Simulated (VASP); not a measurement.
A run of VASP 6.6.1 is set up as follows.

POSCAR

```
SiB2
1.0
    3.1929500000      1.8434500000      4.5384400000
   -3.1929500000      1.8434500000      4.5384400000
    0.0000000000     -3.6869010000      4.5384400000
Si B
5 10
Direct
    0.7325760000      0.7325760000      0.7325760000
    0.3414220000      0.3414220000      0.3414220000
    0.7237610000      0.1862260000      0.7237610000
    0.7237610000      0.7237610000      0.1862260000
    0.1862260000      0.7237610000      0.7237610000
    0.8758880000      0.3328910000      0.8758880000
    0.3328910000      0.8758880000      0.8758880000
    0.8758880000      0.8758880000      0.3328910000
    0.1366360000      0.6610290000      0.1366360000
    0.1366360000      0.1366360000      0.6610290000
    0.6610290000      0.1366360000      0.1366360000
    0.4935340000      0.4935340000      0.4935340000
    0.1810760000      0.1810760000      0.9186250000
    0.9186250000      0.1810760000      0.1810760000
    0.1810760000      0.9186250000      0.1810760000
```

Contents of INCAR.step1:

```
SYSTEM = SiB2
ALGO = Normal
EDIFF = 1E-8
EDIFFG = -0.002
ENCUT = 520
GGA = PE
IBRION = 2
ISIF = 3
ISMEAR = 0
KPAR = 8
LASPH = .True.
LCHARG = .False.
LREAL = .False.
LWAVE = .False.
NELM = 80
NSW = 40
PREC = Accurate
SIGMA = 0.1
```

The input INCAR.step2:

```
SYSTEM = SiB2
ALGO = Normal
EDIFF = 1E-8
ENCUT = 520
GGA = PE
IBRION = 6
ISIF = 2
ISMEAR = 0
KPAR = 8
LASPH = .True.
LCHARG = .False.
LREAL = .False.
LWAVE = .False.
NELM = 80
NFREE = 2
NSW = 1
POTIM = 0.015
PREC = Accurate
SIGMA = 0.1
```

File KPOINTS:

```
k-points
0
Gamma
  6 6 6
  0 0 0
```

Potentials or basis: VASP PAW PBE potentials, release 64 (Si, B).

Launch:

```sh
$ cat potpaw_PBE.64/Si/POTCAR potpaw_PBE.64/B/POTCAR > POTCAR
$ cp INCAR.step1 INCAR
$ mpirun -np 8 vasp_std > vasp.out
$ cp CONTCAR POSCAR
$ cp INCAR.step2 INCAR
$ mpirun -np 8 vasp_std > vasp.out
```

(1) Predict the highest phonon frequency at Γ, LO-TO splitting left out.

Answers

(1) 953 cm⁻¹.
